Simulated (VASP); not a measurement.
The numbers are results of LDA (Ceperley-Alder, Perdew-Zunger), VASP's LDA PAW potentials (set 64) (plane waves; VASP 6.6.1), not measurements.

VASP ran on this input.

### POSCAR
```
SiC
1
   -0.0000000000     2.1657860688     2.1657860688
    2.1657860688    -0.0000000000     2.1657860688
    2.1657860688     2.1657860688     0.0000000000
Si C
1 1
Direct
  0.0000000000   0.0000000000   0.0000000000
  0.2500000000   0.2500000000   0.2500000000
```

**INCAR**
```
SYSTEM = SiC
PREC = Accurate
ENCUT = 620
EDIFF = 1E-6
NELM = 100
ALGO = Normal
LREAL = .FALSE.
LASPH = .TRUE.
ISMEAR = 0
SIGMA = 0.05
LWAVE = .FALSE.
LCHARG = .FALSE.
IBRION = 2
ISIF = 3
NSW = 40
EDIFFG = -0.02
```

### KPOINTS
```
Automatic mesh
0
Gamma
10 10 10
0 0 0
```

POTCAR, in this order: Si C (LDA.64 set). Program: vasp_std.

### Question
What will the output report for the number of irreducible k-points (NKPTS), largest plane-wave count, number of space-group operations, FFT grid (NGX, NGY, NGZ)?

### Answer

| Quantity | Value |
|---|---|
| number of irreducible k-points (NKPTS) | 47 |
| largest plane-wave count | 728 |
| number of space-group operations | 24 |
| FFT grid (NGX, NGY, NGZ) | 28 × 28 × 28 |

The compound is SiC in the zinc blende structure. It was relaxed first.
